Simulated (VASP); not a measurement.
Input:

```yaml
crystal:
  lattice:
    - [0.00000, 2.97605, 2.97605]
    - [2.97605, 0.00000, 2.97605]
    - [2.97605, 2.97605, 0.00000]
  atoms:
    - { symbol: Li, position: [0.74868, 0.75702, 0.72911] }
    - { symbol: Li, position: [0.25201, 0.24032, 0.26058] }
    - { symbol: Se, position: [0.99932, 0.00266, 0.01031] }
```

Calculation: PBE0 hybrid, VASP's PBE PAW potentials (set 64) (plane waves; VASP 6.6.1). Numerical set-up: 400 eV cut-off, 6×6×6 Γ-centred mesh, Fermi-Dirac smearing of 0.010 eV, potentials Li_sv Se.

At this cut-off the stress carries a Pulay error, which pulls relaxed volumes low.

### Question
Estimate the energy per atom (σ→0), pressure, largest force, band gap (on the k-mesh) with the smallest direct gap where there is one.

### Answer

| Quantity | Value |
|---|---|
| band gap (on the k-mesh) | 4.38 eV |
| smallest direct gap (on the k-mesh) | 5.13 eV |
| energy per atom (σ→0) | -4.495 eV/atom |
| pressure | -1.36 GPa |
| largest force | 0.328 eV/Å |

The absolute energy has meaning only against runs of the same code, potentials and settings.

The structure comes from a computed database's Li2Se entry; how it stands against other phases isn't given here. The cell was not relaxed at this level, atoms are displaced from their ideal sites.
